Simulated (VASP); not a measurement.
The system is Ti2SiTe2.

```
Ti Si Te
1.0
     2.98007   -5.03915    0.00000
     2.98007    5.03915    0.00000
    -1.92595    0.00000    4.17933
Ti Si Te
2 1 2
Direct
  0.00000 0.50000 0.50000
  0.50000 0.00000 0.50000
  0.50000 0.50000 0.50000
  0.86262 0.13738 0.00000
  0.13738 0.86262 0.00000
```

The cell was built by a generator and needn't be a form met in nature.

```yaml
Program: VASP 6.6.1
Task: relaxation of cell and atoms
Functional: PBE
Potentials_or_basis: VASP PAW PBE potentials, release 64 (Ti_sv, Si, Te)
Cutoff: 520 eV
k_mesh: 3 × 3 × 4
Occupations: gaussian, width 0.15 eV
Spin: no spin polarisation
```

At the start: pressure 8.4 GPa; volume 25.10 Å³/atom.

Question: Where does the relaxation end?

Answer: Over 23 steps the energy falls by 709.9 meV/atom and the volume is 23.49 Å³/atom (-6.4 %); space group Cmmm (No. 65, to 0.05 Å).

The path:
```tsv
step	energy change (eV)	largest force (eV/Å)	pressure (GPa)	volume (Å³)
1	0.0000	0.3518	8.36	125.52
2	-1.4261	1.3692	-8.59	148.54
3	-1.5247	1.3111	-5.87	142.38
4	-2.8468	0.9642	-4.92	128.71
5	2.0771	2.1533	43.81	91.74
6	-2.2378	0.9486	-28.16	122.59
7	-2.6803	0.0527	9.14	107.39
8	-3.1960	0.5204	2.94	113.10
9	-3.2846	0.7047	0.68	115.91
10	-3.3270	0.7775	-0.11	116.99
11	-3.4758	0.1753	0.91	115.75
12	-3.5038	0.2179	1.78	114.80
13	-3.5397	0.0933	-1.36	119.58
14	-3.5457	0.0099	-0.58	118.24
15	-3.5458	0.0072	-0.62	118.13
16	-3.5349	0.1014	0.65	116.46
17	-3.5455	0.0030	-0.30	117.98
18	-3.5458	0.0008	-0.24	118.06
19	-3.5485	0.0826	0.01	117.31
20	-3.5487	0.0984	0.16	117.16
21	-3.5488	0.0956	0.31	117.22
22	-3.5487	0.0875	0.13	117.28
23	-3.5497	0.0410	0.07	117.44
```

Final structure:
```xyz
5
Lattice="2.8090 -4.5883 0.5627 2.8090 4.5883 0.5627 -0.8853 0.0000 4.3785" Properties=species:S:1:pos:R:3 pbc="T T T"
Ti    0.9619    2.2941    2.4706
Ti    0.9619   -2.2941    2.4706
Si    2.3664    0.0000    2.7520
Te    2.8090   -3.1788    0.5627
Te    2.8090    3.1788    0.5627
```

Caveat: the k mesh is coarse (spacing up to 0.44 Å⁻¹), so the values aren't converged; the relaxation stopped at a loose force limit of 0.08 eV/Å, so its end isn't a converged minimum.
